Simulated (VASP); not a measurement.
These are PBEsol GGA, VASP's PBE PAW potentials (set 64) (plane waves; VASP) values and carry that method's errors.

VASP ran on this input.

POSCAR:
```
Be3HgTe4
1
   -0.0136246855     5.8422749866     5.8745513094
    5.8422749866    -0.0136246855     5.8745513094
    2.9143251505     2.9143251505     0.0000000000
Hg Te Be
1 4 3
Direct
  0.9958665225   0.9958665225   0.0082669549
  0.1482928648   0.1482928648   0.2034142703
  0.1348370534   0.5949375812   0.2702253654
  0.5949375812   0.1348370534   0.2702253654
  0.6246777362   0.6246777362   0.2506445275
  0.9997193990   0.5017844733   0.9984961277
  0.5017844733   0.9997193990   0.9984961277
  0.4998843695   0.4998843695   0.0002312610
```

### INCAR
```
LWAVE  =  .FALSE.
GGA  =  PS   ! PBEsol
SIGMA  =  0.05   ! width (eV)
LCHARG  =  .FALSE.
ENCUT  =  400
LMAXMIX  =  6   ! l cut-off of mixed one-centre charges
ISMEAR  =  0   ! Gaussian
EDIFFG  =  -0.02
EDIFF  =  1E-6
LREAL  =  .FALSE.
IBRION  =  2
NSW  =  60   ! most ionic steps
LASPH  =  .TRUE.   ! aspherical one-centre terms
NELM  =  100
ISIF  =  3   ! ions, shape and volume
SYSTEM  =  Be3HgTe4
PREC  =  Accurate
ALGO  =  Normal
```

**KPOINTS**
```
Regular mesh
0
G
3 3 6
0 0 0
```

POTCAR, in this order: Hg Te Be (PBE.64 set). Program: vasp_std.

Output of the run:

**OUTCAR**
```
 ion  position               nearest neighbor table
   1  0.996  0.996  0.008-   3 2.71   4 2.71   2 2.73   2 2.73
   2  0.148  0.148  0.203-   6 2.40   7 2.40   1 2.73   1 2.73
   3  0.135  0.595  0.270-   6 2.46   6 2.46   8 2.48   1 2.71
   4  0.595  0.135  0.270-   7 2.46   7 2.46   8 2.48   1 2.71
   5  0.625  0.625  0.251-   8 2.53   8 2.53   7 2.54   6 2.54
   6  1.000  0.502  0.998-   2 2.40   3 2.46   3 2.46   5 2.54
   7  0.502  1.000  0.998-   2 2.40   4 2.46   4 2.46   5 2.54
   8  0.500  0.500  0.000-   3 2.48   4 2.48   5 2.53   5 2.53
  LATTYP: Found a base centered orthorhombic cell.
 ALAT       =     8.2814927362
 B/A-ratio  =     1.4187179767
 C/A-ratio  =     0.4976733403
 Subroutine PRICEL returns:
 Original cell was already a primitive cell.
 Subroutine GETGRP returns: Found  4 space group operations
The static configuration has the point symmetry C_2v.
The dynamic configuration has the point symmetry C_2v.
 Subroutine INISYM returns: Found  4 space group operations
 Subroutine IBZKPT returns following result:
 Found     16 irreducible k-points:

 Following reciprocal coordinates:
            Coordinates               Weight
  0.000000  0.000000  0.000000      1.000000
  0.333333  0.000000  0.000000      4.000000
  0.333333  0.333333  0.000000      2.000000
 -0.333333  0.333333  0.000000      2.000000
 -0.000000 -0.000000  0.166667      4.000000
  0.333333 -0.000000  0.166667      4.000000
 -0.333333  0.000000  0.166667      8.000000
 -0.333333 -0.333333  0.166667      2.000000
  0.000000  0.000000  0.333333      4.000000
  0.333333 -0.000000  0.333333      8.000000
 -0.333333 -0.000000  0.333333      4.000000
  0.333333  0.333333  0.333333      2.000000
  0.000000  0.000000  0.500000      1.000000
  0.333333 -0.000000  0.500000      4.000000
  0.333333  0.333333  0.500000      2.000000
 -0.333333  0.333333  0.500000      2.000000
...
```

File OSZICAR:
```
       N       E                     dE             d eps       ncg     rms          rms(c)
DAV:   1     0.185892934870E+03    0.18589E+03   -0.14444E+04   832   0.109E+03
DAV:   2    -0.153819473364E+02   -0.20127E+03   -0.19730E+03   988   0.223E+02
DAV:   3    -0.289604014625E+02   -0.13578E+02   -0.13522E+02  1068   0.645E+01
DAV:   4    -0.292004472995E+02   -0.24005E+00   -0.23986E+00  1158   0.839E+00
DAV:   5    -0.292031361783E+02   -0.26889E-02   -0.26881E-02  1136   0.943E-01    0.109E+01
DAV:   6    -0.285139583606E+02    0.68918E+00   -0.15832E+00   972   0.154E+01    0.803E+00
DAV:   7    -0.284466776693E+02    0.67281E-01   -0.10279E+00  1022   0.549E+00    0.347E+00
DAV:   8    -0.284374132146E+02    0.92645E-02   -0.17705E-01   922   0.412E+00    0.117E+00
DAV:   9    -0.284378466039E+02   -0.43339E-03   -0.20482E-02  1038   0.159E+00    0.431E-01
DAV:  10    -0.284377155957E+02    0.13101E-03   -0.16773E-03  1010   0.321E-01    0.207E-01
DAV:  11    -0.284375447710E+02    0.17082E-03   -0.14712E-03  1002   0.327E-01    0.430E-02
DAV:  12    -0.284375739040E+02   -0.29133E-04   -0.25961E-04   982   0.967E-02    0.406E-02
DAV:  13    -0.284375766416E+02   -0.27376E-05   -0.76623E-06  1078   0.147E-02    0.266E-02
DAV:  14    -0.284375734712E+02    0.31704E-05   -0.25980E-05   914   0.498E-02    0.950E-03
DAV:  15    -0.284375739783E+02   -0.50706E-06   -0.36942E-06   890   0.140E-02
   1 F= -.28437574E+02 E0= -.28437574E+02  d E =-.284376E+02
       N       E                     dE             d eps       ncg     rms          rms(c)
DAV:   1    -0.284386802906E+02   -0.11068E-02   -0.54992E-02   858   0.123E+00    0.199E-01
DAV:   2    -0.284382443283E+02    0.43596E-03   -0.15674E-03  1052   0.300E-01    0.663E-02
DAV:   3    -0.284380881164E+02    0.15621E-03   -0.24777E-04  1050   0.912E-02    0.438E-02
DAV:   4    -0.284380483519E+02    0.39765E-04   -0.82214E-05  1048   0.529E-02    0.109E-02
DAV:   5    -0.284380474168E+02    0.93505E-06   -0.10080E-05  1004   0.215E-02    0.916E-03
DAV:   6    -0.284380472770E+02    0.13981E-06   -0.57006E-07   530   0.489E-03
   2 F= -.28438047E+02 E0= -.28438047E+02  d E =-.473299E-03
       N       E                     dE             d eps       ncg     rms          rms(c)
DAV:   1    -0.284381252406E+02   -0.77824E-04   -0.46203E-03   856   0.357E-01    0.582E-02
DAV:   2    -0.284380890859E+02    0.36155E-04   -0.13103E-04  1060   0.860E-02    0.190E-02
DAV:   3    -0.284380757643E+02    0.13322E-04   -0.20970E-05  1050   0.264E-02    0.124E-02
DAV:   4    -0.284380721667E+02    0.35976E-05   -0.68692E-06  1012   0.152E-02    0.315E-03
DAV:   5    -0.284380720252E+02    0.14150E-06   -0.74699E-07   476   0.613E-03
   3 F= -.28438072E+02 E0= -.28438072E+02  d E =-.498047E-03
       N       E                     dE             d eps       ncg     rms          rms(c)
DAV:   1    -0.284383317520E+02   -0.25959E-03   -0.15217E-02   860   0.646E-01    0.648E-02
DAV:   2    -0.284382774902E+02    0.54262E-04   -0.33925E-04  1090   0.134E-01    0.308E-02
DAV:   3    -0.284382573443E+02    0.20146E-04   -0.35298E-05   968   0.352E-02    0.204E-02
DAV:   4    -0.284382528683E+02    0.44760E-05   -0.88425E-06  1026   0.190E-02    0.432E-03
DAV:   5    -0.284382528372E+02    0.31179E-07   -0.12137E-06   530   0.903E-03
   4 F= -.28438253E+02 E0= -.28438253E+02  d E =-.180812E-03
```

File OUTCAR:
```
------------------------ aborting loop because EDIFF is reached ----------------------------------------
  FORCE on cell =-STRESS in cart. coord.  units (eV):
  Direction    XX          YY          ZZ          XY          YZ          ZX
  --------------------------------------------------------------------------------------
  Total       -0.0265563     -0.0265563      0.0390640      0.0130959      0.0000000      0.0000000
  in kB       -0.2120333     -0.2120333      0.3118984      0.1045617      0.0000000      0.0000000
  external PRESSURE =      -0.0373894 kB  Pullay stress =       0.0000000 kB
  volume of cell :      200.67
      direct lattice vectors                 reciprocal lattice vectors
    -0.022408341  5.839054989  5.885669528    -0.085302931  0.085302931  0.084952102
     5.839054989 -0.022408341  5.885669528     0.085302931 -0.085302931  0.084952102
     2.908323324  2.908323324  0.000000000     0.171920362  0.171920362 -0.169904205
 POSITION                                       TOTAL-FORCE (eV/Angst)
 -----------------------------------------------------------------------------------
      5.81665      5.81665     11.72373        -0.000000     -0.000000     -0.019932
      1.45416      1.45416      1.74283         0.000000      0.000000      0.005799
      4.25563      1.56102      4.29782        -0.000010      0.000010      0.009174
      1.56102      4.25563      4.29782         0.000010     -0.000010      0.009174
      4.36248      4.36248      7.35461         0.000000      0.000000      0.007250
      5.81127      8.73034      8.83521        -0.005663      0.005663     -0.007273
      8.73034      5.81127      8.83521         0.005663     -0.005663     -0.007273
      2.90832      2.90832      5.88379         0.000000      0.000000      0.003081
 -----------------------------------------------------------------------------------
    total drift:                                0.000000      0.000000      0.000497
  FREE ENERGIE OF THE ION-ELECTRON SYSTEM (eV)
  ---------------------------------------------------
  free  energy   TOTEN  =       -28.4382528372 eV

  energy  without entropy=      -28.4382528372  energy(sigma->0) =      -28.43825284

 reached required accuracy - stopping structural energy minimisation
```
(Selected blocks of OUTCAR.)

File CONTCAR:
```
Be3HgTe4
   1.00000000000000
    -0.0224083414182692    5.8390549890887682    5.8856695283355380
     5.8390549890887682   -0.0224083414182692    5.8856695283355380
     2.9083233237852584    2.9083233237852584    0.0000000000000938
  Hg              Te              Be
     1     4     3
Direct
     0.9959553258841636    0.9959553258841636    0.0080893481316781
     0.1480569903362384    0.1480569903362384    0.2038860192275214
     0.1352509089463957    0.5949674487623949    0.2697816422912094
     0.5949674487623949    0.1352509089463957    0.2697816422912094
     0.6247892708301166    0.6247892708301166    0.2504214582397652
     0.9995753354084371    0.5015647641728643    0.9988599004186984
     0.5015647641728643    0.9995753354084371    0.9988599004186984
     0.4998399555593876    0.4998399555593876    0.0003200888812318
```

The structure was generated: Be3HgTe4 was put into an ordered model structure (Amm2), which need not be its known phase. This run relaxes it. Symmetry was kept, so distortions that lower it aren't found. The start is the result of an earlier pass.
